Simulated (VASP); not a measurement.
P:

```xyz
4
Lattice="1.6582 -5.2420 0.0000 1.6582 5.2420 0.0000 0.0000 0.0000 4.3793" Properties=species:S:1:pos:R:3 pbc="T T T"
P     1.6582   -4.1766    0.3533
P     1.6582   -1.0654    2.5430
P     1.6582    4.1766    4.0260
P     1.6582    1.0654    1.8363
```

| Property | Result |
| --- | --- |
| Program | VASP 6.6.1 |
| Task | relaxation of cell and atoms |
| Functional | PBE |
| Dispersion | D3(BJ) |
| Potentials or basis | VASP PAW PBE potentials, release 64 (P_h) |
| Cutoff | 900 eV |
| k mesh | 10 × 10 × 8 |
| Occupations | gaussian, width 0.02 eV |
| Spin | no spin polarisation |

At the start: pressure -1.2 GPa; volume 19.03 Å³/atom.

Q: How do energy, volume and symmetry change on relaxing?

A: Over 21 steps the energy falls by 8.7 meV/atom and the volume is 17.63 Å³/atom (-7.4 %); space group Cmce (No. 64, to 0.05 Å).

The path:
```
step  energy change (eV)  largest force (eV/Å)  pressure (GPa)  volume (Å³)
   1              0.0000                0.1015           -1.22        76.13
   2             -0.0084                0.2104            0.16        74.55
   3             -0.0085                0.2242            0.32        74.38
   4             -0.0159                0.1246            0.14        73.76
   5             -0.0204                0.0423           -0.09        72.84
   6             -0.0283                0.0701           -0.23        72.23
   7             -0.0328                0.1106           -0.38        71.32
   8             -0.0339                0.1039            0.27        70.49
   9             -0.0347                0.0278            0.01        70.82
  10             -0.0348                0.0180           -0.04        70.76
  11             -0.0348                0.0186           -0.07        70.73
  12             -0.0349                0.0054           -0.02        70.62
  13             -0.0349                0.0072           -0.01        70.61
  14             -0.0349                0.0033            0.02        70.57
  15             -0.0349                0.0062            0.04        70.55
  16             -0.0349                0.0035           -0.02        70.57
  17             -0.0349                0.0035           -0.01        70.57
  18             -0.0349                0.0015           -0.01        70.56
  19             -0.0349                0.0022           -0.02        70.54
  20             -0.0349                0.0016            0.01        70.51
  21             -0.0349                0.0008            0.01        70.52
```

Final structure:
```cif
data_structure
_symmetry_space_group_name_H-M 'P 1'
_symmetry_Int_Tables_number 1
_cell_length_a 5.3605
_cell_length_b 5.3605
_cell_length_c 4.1661
_cell_angle_alpha 90.000
_cell_angle_beta 90.000
_cell_angle_gamma 143.911
_cell_volume 70.52
loop_
_atom_site_label
_atom_site_type_symbol
_atom_site_fract_x
_atom_site_fract_y
_atom_site_fract_z
_atom_site_occupancy
P1 P 0.89372 0.10628 0.07215 1
P2 P 0.60628 0.39372 0.57215 1
P3 P 0.10628 0.89372 0.92785 1
P4 P 0.39372 0.60628 0.42785 1
```

Caveat: pairwise dispersion overbinds metals, which lowers pressure and volume.
